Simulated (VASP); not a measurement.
Given:

```
TaO
1.0
    2.90608     0.00000     0.00000
   -1.45304     2.51674     0.00000
    0.00000     0.00000     6.78599
Ta O
2 2
Cartesian
  0.00000   1.67783   0.26039
  1.45304   0.83891   3.65339
  0.00000   1.67783   2.28435
  1.45304   0.83891   5.67735
```

Computed with PBEsol GGA, VASP's PBE PAW potentials (set 64) (plane waves; VASP). Run with 520 eV cut-off, Gaussian smearing of 0.050 eV, potentials Ta_pv O.

Problem. Give the energies of bands 11 to 20 at the high-symmetry points, in eV from the Fermi level.

Solution. 
```tsv
band	Γ	M	K	A	L	H
11	-5.39	-6.96	-7.59	-5.12	-7.15	-7.37
12	-5.39	-6.45	-6.64	-5.12	-7.15	-7.37
13	-4.82	-6.04	-6.02	-5.12	-5.53	-6.24
14	-4.82	-4.92	-6.02	-5.12	-5.53	-6.24
15	-3.27	-3.33	-0.88	-2.80	-2.57	-0.80
16	-3.01	-1.87	-0.68	-2.80	-2.57	-0.80
17	0.52	0.21	-0.18	0.82	0.82	-0.28
18	0.52	1.20	-0.18	0.82	0.82	-0.28
19	1.16	2.66	0.94	0.82	3.85	2.52
20	1.16	3.90	3.75	0.82	3.85	2.52
```

It has no gap at this level: it comes out as a metal or semimetal.

The structure was generated: TaO was put into the wurtzite type (P6_3mc), which need not be its known phase. It was relaxed first, which changed the volume by -39 %.
